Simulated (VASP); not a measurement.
Given:

```yaml
crystal:
  lattice:
    - [4.47017, 0.00000, 0.00000]
    - [0.00000, 4.47017, 0.00000]
    - [0.00000, 0.00000, 2.99163]
  atoms:
    - { symbol: Mg, position: [0.00000, 0.00000, 0.00000] }
    - { symbol: Mg, position: [0.50000, 0.50000, 0.50000] }
    - { symbol: H, position: [0.30431, 0.30431, 0.00000] }
    - { symbol: H, position: [0.80431, 0.19569, 0.50000] }
    - { symbol: H, position: [0.19569, 0.80431, 0.50000] }
    - { symbol: H, position: [0.69569, 0.69569, 0.00000] }
```

The numbers are results of PBEsol GGA, VASP's PBE PAW potentials (set 64) (plane waves; VASP), not measurements. Settings: 400 eV cut-off, 5×5×7 Γ-centred mesh, Gaussian smearing of 0.010 eV, potentials Mg H.

Problem. Give the electronic dielectric tensor ε∞ (DFPT, local fields included).

Solution. 
```
4.12  0.00  0.00
0.00  4.12  0.00
0.00  0.00  4.15
```

Problem. Give the Born effective charges.

Solution. 
```json
[
 {"atom": "Mg1", "Z*xx": "1.84", "Z*yy": "1.84", "Z*zz": "1.93", "mean": "1.87"},
 {"atom": "Mg2", "Z*xx": "1.84", "Z*yy": "1.84", "Z*zz": "1.93", "mean": "1.87"},
 {"atom": "H3", "Z*xx": "-0.92", "Z*yy": "-0.92", "Z*zz": "-0.97", "mean": "-0.94"},
 {"atom": "H4", "Z*xx": "-0.92", "Z*yy": "-0.92", "Z*zz": "-0.97", "mean": "-0.94"},
 {"atom": "H5", "Z*xx": "-0.92", "Z*yy": "-0.92", "Z*zz": "-0.97", "mean": "-0.94"},
 {"atom": "H6", "Z*xx": "-0.92", "Z*yy": "-0.92", "Z*zz": "-0.97", "mean": "-0.94"}
]
```

Problem. And the static tensor with the ions free?

Solution. 
```
11.8  0.00  0.00
0.00  11.8  0.00
0.00  0.00  8.21
```

Problem. Which frequencies do the optical Γ-point modes have (no LO-TO splitting)?

Solution. 182, 223, 301 (×2), 489 (×2), 738, 904, 1009 (×2), 1141, 1233 (×2), 1334, 1498 cm⁻¹.

The compound is MgH2 in the rutile structure. It was relaxed first.
